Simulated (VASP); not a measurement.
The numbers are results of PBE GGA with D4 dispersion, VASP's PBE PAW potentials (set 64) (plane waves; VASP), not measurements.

VASP ran on this input.

### KPOINTS
```
Automatic
0
G
13 13 13
```

INCAR:
```
ALGO=Normal
EDIFF=1E-7
ENCUT=520
GGA=PE
ISIF=2
ISMEAR=1
IVDW=13
LASPH=.TRUE.
LCHARG=.FALSE.
LMAXMIX=4
LREAL=.FALSE.
LWAVE=.FALSE.
NELM=100
PREC=Accurate
SIGMA=0.1
SYSTEM=CoAl
```

**POSCAR**
```
CoAl
1
    2.8497619009     0.0000000000     0.0000000000
    0.0000000000     2.8497619009     0.0000000000
    0.0000000000     0.0000000000     2.8497619009
Al Co
1 1
Direct
  0.5000000000   0.5000000000   0.5000000000
  0.0000000000   0.0000000000   0.0000000000
```

POTCAR, in this order: Al Co (PBE.64 set). Program: vasp_std.

### Question
What will the output report for the number of irreducible k-points (NKPTS), largest plane-wave count, number of space-group operations, FFT grid (NGX, NGY, NGZ)?

### Answer

number of irreducible k-points (NKPTS): 84
largest plane-wave count: 638
number of space-group operations: 48
FFT grid (NGX, NGY, NGZ): 24 × 24 × 24

The compound is CoAl in the CsCl type structure. This cell is one point of a volume scan, at 1.03 of the reference volume. The run is not spin-polarised, so no magnetic state was tried.
